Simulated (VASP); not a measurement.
A convergence study with VASP on Al3Sc (L1_2): one setting is varied, all else stays as given below, so the limit is that of these other settings.

```yaml
crystal:
  lattice:
    - [4.10000, 0.00000, 0.00000]
    - [0.00000, 4.10000, 0.00000]
    - [0.00000, 0.00000, 4.10000]
  atoms:
    - { symbol: Sc, position: [0.00000, 0.00000, 0.00000] }
    - { symbol: Al, position: [0.00000, 0.50000, 0.50000] }
    - { symbol: Al, position: [0.50000, 0.00000, 0.50000] }
    - { symbol: Al, position: [0.50000, 0.50000, 0.00000] }
```

Calculation: PBE GGA, VASP's PBE PAW potentials (set 64) (plane waves; VASP 6.6.1). The tightest run used: 550 eV cut-off, 16×16×16 Γ-centred mesh, first-order Methfessel-Paxton smearing of 0.10 eV, potentials Sc_sv Al.

Q: The settings run are 1×1×1 mesh; 2×2×2 mesh; 3×3×3 mesh; 5×5×5 mesh; 7×7×7 mesh; 9×9×9 mesh; 10×10×10 mesh; 11×11×11 mesh; 12×12×12 mesh; 13×13×13 mesh; 15×15×15 mesh; 16×16×16 mesh. From which on does the energy per atom stay within 0.002 eV/atom of the tightest run?

A: From 10×10×10 mesh on: it is off by 0.0005 there and by no more than 0.002 in any finer run, while 9×9×9 mesh is off by 0.0029.
```tsv
setting	E (eV/atom)	pressure (GPa)	irreducible k-points	difference judged (eV/atom)
1×1×1 mesh	-3.6538	9.44	1	1.1711
2×2×2 mesh	-4.4742	5.68	4	0.3506
3×3×3 mesh	-4.7799	0.42	4	0.0450
5×5×5 mesh	-4.8265	0.26	10	0.0016
7×7×7 mesh	-4.8243	0.35	20	0.0006
9×9×9 mesh	-4.8220	0.40	35	0.0029
10×10×10 mesh	-4.8244	0.33	56	0.0005
11×11×11 mesh	-4.8254	0.35	56	0.0005
12×12×12 mesh	-4.8248	0.39	84	0.0001
13×13×13 mesh	-4.8249	0.41	84	0.0000
15×15×15 mesh	-4.8246	0.37	120	0.0002
16×16×16 mesh	-4.8249	0.37	165	0.0000
```

Left out are rungs that failed or repeat a setting and relaxations that didn't move; long series are thinned to 24 rows.

The compound is Al3Sc in the L1_2 structure. The cell was not relaxed at this level.
